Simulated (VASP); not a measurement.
These are PBE GGA, VASP's PBE PAW potentials (set 64) (plane waves; VASP 6.6.1) values and carry that method's errors.

The input files of a VASP run:

### INCAR
```
LCHARG = .False.
ISMEAR = -1   # Fermi-Dirac
LWAVE = .False.
ENCUT = 400
SIGMA = 0.01
ALGO = Normal
NELM = 100   # most electronic steps
GGA = PE   # PBE
ISIF = 2   # forces and stress, cell fixed
LASPH = .True.
EDIFF = 1E-6   # SCF stop (eV)
PREC = Accurate
LREAL = .False.   # projection in real space or not
SYSTEM = AlN
```

### KPOINTS
```
kpoints
0
Gamma
 10 10 10
0 0 0
```

### POSCAR
```
AlN
1
    0.0000000000     2.1900000000     2.1900000000
    2.1900000000     0.0000000000     2.1900000000
    2.1900000000     2.1900000000     0.0000000000
Al N
1 1
Direct
  0.0000000000   0.0000000000   0.0000000000
  0.2500000000   0.2500000000   0.2500000000
```

POTCAR, in this order: Al N (PBE.64 set). Program: vasp_std.

The run wrote:

File OUTCAR:
```
 ion  position               nearest neighbor table
   1  0.000  0.000  0.000-   2 1.90   2 1.90   2 1.90   2 1.90
   2  0.250  0.250  0.250-   1 1.90   1 1.90   1 1.90   1 1.90
  LATTYP: Found a face centered cubic cell.
 ALAT       =     4.3800000000
 Subroutine PRICEL returns:
 Original cell was already a primitive cell.
 Subroutine GETGRP returns: Found 24 space group operations
The static configuration has the point symmetry T_d .
The dynamic configuration has the point symmetry T_d .
 Subroutine INISYM returns: Found 24 space group operations
 Subroutine IBZKPT returns following result:
 Found     47 irreducible k-points:

 Following reciprocal coordinates:
            Coordinates               Weight
  0.000000  0.000000  0.000000      1.000000
  0.100000  0.000000  0.000000      8.000000
  0.200000  0.000000  0.000000      8.000000
  0.300000  0.000000  0.000000      8.000000
  0.400000  0.000000  0.000000      8.000000
  0.500000  0.000000  0.000000      4.000000
  0.100000  0.100000  0.000000      6.000000
  0.200000  0.100000  0.000000     24.000000
  0.300000  0.100000  0.000000     24.000000
...
```

File OSZICAR:
```
       N       E                     dE             d eps       ncg     rms          rms(c)
DAV:   1     0.191365364652E+01    0.19137E+01   -0.37279E+03   864   0.664E+02
DAV:   2    -0.169035161228E+02   -0.18817E+02   -0.17996E+02   984   0.111E+02
DAV:   3    -0.171852648173E+02   -0.28175E+00   -0.28175E+00   888   0.166E+01
DAV:   4    -0.171860699217E+02   -0.80510E-03   -0.80510E-03  1128   0.853E-01
DAV:   5    -0.171860719280E+02   -0.20064E-05   -0.20064E-05   904   0.283E-02    0.852E+00
DAV:   6    -0.148610317499E+02    0.23250E+01   -0.13404E+01   752   0.227E+01    0.300E+00
DAV:   7    -0.148510045432E+02    0.10027E-01   -0.89997E-02   816   0.312E+00    0.205E+00
DAV:   8    -0.148454182384E+02    0.55863E-02   -0.17854E-02   816   0.181E+00    0.408E-01
DAV:   9    -0.148451812827E+02    0.23696E-03   -0.63659E-04  1064   0.186E-01    0.215E-01
DAV:  10    -0.148452945931E+02   -0.11331E-03   -0.23687E-04   792   0.134E-01    0.316E-02
DAV:  11    -0.148452936421E+02    0.95100E-06   -0.34380E-06   960   0.144E-02
   1 F= -.14845294E+02 E0= -.14845294E+02  d E =-.582148E-13
```

**OUTCAR**
```
------------------------ aborting loop because EDIFF is reached ----------------------------------------
  FORCE on cell =-STRESS in cart. coord.  units (eV):
  Direction    XX          YY          ZZ          XY          YZ          ZX
  --------------------------------------------------------------------------------------
  Total       -0.0759789     -0.0759789     -0.0759789     -0.0000000     -0.0000000     -0.0000000
  in kB       -5.7948397     -5.7948397     -5.7948397     -0.0000000     -0.0000000     -0.0000000
  external PRESSURE =      -5.7948397 kB  Pullay stress =       0.0000000 kB
  volume of cell :       21.01
      direct lattice vectors                 reciprocal lattice vectors
     0.000000000  2.190000000  2.190000000    -0.228310502  0.228310502  0.228310502
     2.190000000  0.000000000  2.190000000     0.228310502 -0.228310502  0.228310502
     2.190000000  2.190000000  0.000000000     0.228310502  0.228310502 -0.228310502
  FREE ENERGIE OF THE ION-ELECTRON SYSTEM (eV)
  ---------------------------------------------------
  free  energy   TOTEN  =       -14.8452936421 eV

  energy  without entropy=      -14.8452936421  energy(sigma->0) =      -14.84529364
```
(Selected blocks of OUTCAR.)

At this cut-off the stress carries a Pulay error, which pulls relaxed volumes low.

The structure is a typed AlN crystal (F-43m). The cell was not relaxed at this level.
